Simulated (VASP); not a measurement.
Sn:

```
CELL_PARAMETERS angstrom
0.00000 3.23334 3.23334
3.23334 0.00000 3.23334
3.23334 3.23334 0.00000
ATOMIC_POSITIONS crystal
Sn 0.00000 0.00000 0.00000
Sn 0.25000 0.25000 0.25000
```

This isn't the form of Sn at room conditions, which is tetragonal (white tin).

- Program: VASP 6.6.1
- Task: relaxation of cell and atoms
- Functional: PBEsol
- Potentials or basis: VASP PAW PBE potentials, release 64 (Sn_d)
- Cutoff: 600 eV
- k mesh: 10 × 10 × 10
- Occupations: gaussian, width 0.03 eV
- Spin: no spin polarisation

At the start: pressure 1.5 GPa; volume 33.80 Å³/atom.

Question: Where does the relaxation end?

Answer: Over 3 steps the energy falls by 4.9 meV/atom and the volume is 34.92 Å³/atom (+3.3 %); space group Fd-3m (No. 227, to 0.05 Å).

Step by step:
```
step  energy change (eV)  largest force (eV/Å)  pressure (GPa)  volume (Å³)
   1              0.0000                0.0000            1.47        67.61
   2             -0.0086                0.0000           -0.46        70.69
   3             -0.0099                0.0000            0.00        69.84
```

Final structure:
```
CELL_PARAMETERS angstrom
0.00000 3.26858 3.26858
3.26858 0.00000 3.26858
3.26858 3.26858 0.00000
ATOMIC_POSITIONS crystal
Sn 0.00000 0.00000 0.00000
Sn 0.25000 0.25000 0.25000
```

Caveat: the PAW data sets were made with another functional, which shifts forces and pressure a little.
